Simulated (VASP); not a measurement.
VASP ran on this input.

### INCAR
```
SYSTEM = NiSi2
PREC = Accurate
ENCUT = 400
EDIFF = 1E-6
NELM = 100
ALGO = Normal
LREAL = .FALSE.
LASPH = .TRUE.
ISMEAR = 1
SIGMA = 0.1
GGA = PE
LMAXMIX = 4
LWAVE = .FALSE.
LCHARG = .FALSE.
ISIF = 2
ICHARG = 11
```

**POSCAR**
```
NiSi2
1
    0.0000000000     2.7591000000     2.7591000000
    2.7591000000     0.0000000000     2.7591000000
    2.7591000000     2.7591000000     0.0000000000
Si Ni
2 1
Direct
  0.2500000000   0.2500000000   0.2500000000
  0.7500000000   0.7500000000   0.7500000000
  0.0000000000   0.0000000000   0.0000000000
```

**KPOINTS**
```
Automatic mesh
0
Gamma
7 7 7
0 0 0
```

POTCAR, in this order: Si Ni (PBE.64 set). Program: vasp_std.

Output of the run:

standard output:
```
 POSCAR found type information on POSCAR SiNi
 POSCAR found :  2 types and       3 ions
 Reading from existing POTCAR
 Reading from existing POTCAR
 LDA part: xc-table for (Slater+PW92), standard interpolation
 WARNING: stress and forces are not correct
 POSCAR, INCAR and KPOINTS ok, starting setup
 WAVECAR not read
 WARNING: CHGCAR is incomplete

 -----------------------------------------------------------------------------
|                                                                             |
|     EEEEEEE  RRRRRR   RRRRRR   OOOOOOO  RRRRRR      ###     ###     ###     |
|     E        R     R  R     R  O     O  R     R     ###     ###     ###     |
|     E        R     R  R     R  O     O  R     R     ###     ###     ###     |
|     EEEEE    RRRRRR   RRRRRR   O     O  RRRRRR       #       #       #      |
|     E        R   R    R   R    O     O  R   R                               |
|     E        R    R   R    R   O     O  R    R      ###     ###     ###     |
|     EEEEEEE  R     R  R     R  OOOOOOO  R     R     ###     ###     ###     |
|                                                                             |
|     ICHARG>10                                                               |
|                                                                             |
|       ---->  I REFUSE TO CONTINUE WITH THIS SICK JOB ... BYE!!! <----       |
|                                                                             |
 -----------------------------------------------------------------------------
```

**Question.** Read the log: what went wrong, and how is it fixed?

**Answer.** The cause: ICHARG = 11 asks for a fixed density, but there is no CHGCAR. VASP stops with an error: ERROR: charge density could not be read from file CHGCAR for ICHARG>10 ----> I REFUSE TO CONTINUE WITH THIS SICK JOB ... BYE!!! <---- To mend it, run self-consistently first and keep its CHGCAR, or remove ICHARG. The plain static run on this cell (PBE GGA, plane waves, VASP's PBE PAW potentials (set 64)) converges, and its OSZICAR ends with
```
   1 F= -.17349493E+02 E0= -.17349020E+02  d E =-.141828E-02
```

The compound is NiSi2 in the fluorite structure. The cell was not relaxed at this level. The run is not spin-polarised, so no magnetic state was tried.
